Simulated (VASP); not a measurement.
Crystal: Y3F.

```
Y F
1.0
     6.26665    0.00000    0.00000
    -3.13333    5.42708    0.00000
     0.00000    0.00000    3.36199
Y F
3 1
Direct
  0.50000 0.00000 0.00000
  0.00000 0.50000 0.00000
  0.50000 0.50000 0.00000
  0.00000 0.00000 0.00000
```

The cell was built by a generator and needn't be a form met in nature.

Base run:

```yaml
Program: VASP 6.6.1
Functional: BLYP
Potentials_or_basis: VASP PAW PBE potentials, release 64 (Y_sv, F)
Cutoff: 520 eV
k_mesh: 4 × 4 × 6
Occupations: fermi-dirac, width 0.05 eV
Spin: no spin polarisation
```

Its results: pressure 1.2 GPa.

Problem. After a change of settings the same cell gave: pressure -2.1 GPa. Which change was it?
A. functional from BLYP to r2SCAN; further incar settings from ALGO = Fast; EDIFF = 1e-06 to ALGO = Normal; EDIFF = 1e-06
B. functional from BLYP to PW91
C. functional from BLYP to LDA; potentials or basis from VASP PAW PBE potentials, release 64 (Y_sv, F) to VASP PAW LDA potentials, release 64 (Y_sv, F)
D. functional from BLYP to PBEsol

Solution. D.

PBEsol binds more tightly than BLYP, so the same cell stands under less pressure.

Caveats: the PAW data sets were made with another functional, which shifts forces and pressure a little.
